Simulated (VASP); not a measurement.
A convergence study with VASP on Mg2Ge (antifluorite): one setting is varied, all else stays as given below, so the limit is that of these other settings. Each run relaxes cell and ions from the cell shown. The basis is that of the starting cell, so low cut-offs carry a Pulay error.

```
Mg2Ge
1.0
    0.00000     3.19500     3.19500
    3.19500     0.00000     3.19500
    3.19500     3.19500     0.00000
Mg Ge
2 1
Direct
  0.25000   0.25000   0.25000
  0.75000   0.75000   0.75000
  0.00000   0.00000   0.00000
```

These are PBE GGA, VASP's PBE PAW potentials (set 64) (plane waves; VASP) values and carry that method's errors. The tightest run used: 700 eV cut-off, 5×5×5 Γ-centred mesh, Gaussian smearing of 0.050 eV, potentials Mg Ge_d.

Gaps are read on the run's mesh, which can miss a band edge.

```csv
setting,relaxed volume (Å³/atom),E (eV/atom),gap on the mesh (eV),plane waves
ENCUT = 200,17.518,-2.8182,0.200,432
ENCUT = 250,20.352,-2.7587,0.345,600
ENCUT = 300,21.723,-2.7637,0.397,785
```

Task: These are the cheaper rows. Estimate the results at ENCUT = 700, and how far the last row shown lies from them.

Result: 
```json
[
 {"quantity": "relaxed volume (Å³/atom)", "tightest run": "21.957", "last row shown is off by": "-0.233"},
 {"quantity": "E (eV/atom)", "tightest run": "-2.7654", "last row shown is off by": "0.0017"},
 {"quantity": "gap on the mesh (eV)", "tightest run": "0.404", "last row shown is off by": "-0.008"}
]
```

Left out are rungs that failed or repeat a setting and relaxations that didn't move; long series are thinned to 24 rows.

The compound is Mg2Ge in the antifluorite structure.
